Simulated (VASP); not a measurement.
Wanted: the native input for a VASP 6.6.1 run.

| Property | Result |
| --- | --- |
| Task | relaxation of cell and atoms |
| Functional | PBE |
| Potentials or basis | VASP PAW PBE potentials, release 64 (In_d, Ga_d, O) |
| Cutoff | 520 eV |
| k mesh | 4 × 4 × 4 |
| Occupations | gaussian, width 0.15 eV |
| Spin | no spin polarisation |
| Further INCAR settings | PREC = Normal; ALGO = Fast; EDIFF = 0.0001; IBRION = 2; EDIFFG = -0.08; NSW = 24; ISIF = 3 |

The structure of InGaO lies in POSCAR:

```
InGaO
1.0
    4.0849229300      0.0000000000      0.0000000000
   -2.0424614600      3.5376470300      0.0000000000
    0.0000000000      0.0000000000      4.5032346100
In Ga O
1 1 1
Direct
    0.0000000000      0.0000000000      0.5000000000
    0.6666666700      0.3333333300      0.5000000000
    0.3333333300      0.6666666700      0.0000000000
```

The cell was built by a generator and needn't be a form met in nature.

These files were run (other wordings do the same):

INCAR

```
SYSTEM = InGaO
PREC     = Normal         ! precision mode
ENCUT    = 520            ! plane-wave cutoff, eV
EDIFF    = 1E-4           ! SCF threshold, eV
ISMEAR   = 0              ! smearing method
SIGMA    = 0.15           ! smearing width, eV
LREAL    = .False.        ! projectors in reciprocal space
LASPH    = .True.         ! aspherical terms in the spheres
NELM     = 60             ! most SCF steps
ALGO     = Fast           ! electronic algorithm
ISIF     = 3              ! what is computed and relaxed
LWAVE    = .False.        ! write WAVECAR
LCHARG   = .False.        ! write CHGCAR
GGA      = PE             ! functional
IBRION   = 2              ! ionic algorithm
NSW      = 24             ! ionic steps
EDIFFG   = -0.08          ! ionic threshold
KPAR     = 2
```

KPOINTS

```
regular mesh
0
Gamma
  4 4 4
  0 0 0
```

Potentials or basis: VASP PAW PBE potentials, release 64 (In_d, Ga_d, O).

Launch:

```bash
$ cat potpaw_PBE.64/In_d/POTCAR potpaw_PBE.64/Ga_d/POTCAR potpaw_PBE.64/O/POTCAR > POTCAR
$ mpirun -np 2 vasp_std > vasp.out
```

It gave:

```yaml
Relaxed_volume: 18.65 Å³/atom
Relaxed_cell: a = 4.470 Å, b = 4.470 Å, c = 3.232 Å, α = 90.00°, β = 90.00°, γ = 120.00°
Space_group_after_relaxing_to_0.05_Å: P-6m2 (No. 187)
Energy_gained_by_relaxing: 593.5 meV/atom
Ionic_steps: 8
Pressure_after_relaxing: 0.2 GPa
Band_gap_on_the_k_mesh: none (metal or under the smearing width)
```

Caveat: the k mesh is coarse (spacing up to 0.44 Å⁻¹), so the values aren't converged.

It took 41 s on 2 MPI ranks on Intel(R) Xeon(R) Platinum 8488C (Sapphire Rapids), with other jobs on the host, peak memory 0.14 GiB a rank.
